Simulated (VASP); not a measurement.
```yaml
crystal:
  lattice:
    - [-1.63572, 1.63572, 1.63572]
    - [1.63572, -1.63572, 1.63572]
    - [1.63572, 1.63572, -1.63572]
  atoms:
    - { symbol: Ta, position: [0.00000, 0.00000, 0.00000] }
```

These are PBE GGA with D4 dispersion, VASP's PBE PAW potentials (set 64) (plane waves; VASP) values and carry that method's errors. Settings: 520 eV cut-off, 15×15×15 Γ-centred mesh, first-order Methfessel-Paxton smearing of 0.10 eV, potentials Ta_pv.

**Question.** Give the stress tensor in GPa (positive for a compressed cell).

**Answer.** 
```
6.10  0.00  0.00
0.00  6.10  0.00
0.00  0.00  6.10
```
The pressure is its mean diagonal, 6.10 GPa.

The compound is Ta in the bcc structure. This cell is one point of a volume scan, at 0.97 of the reference volume.
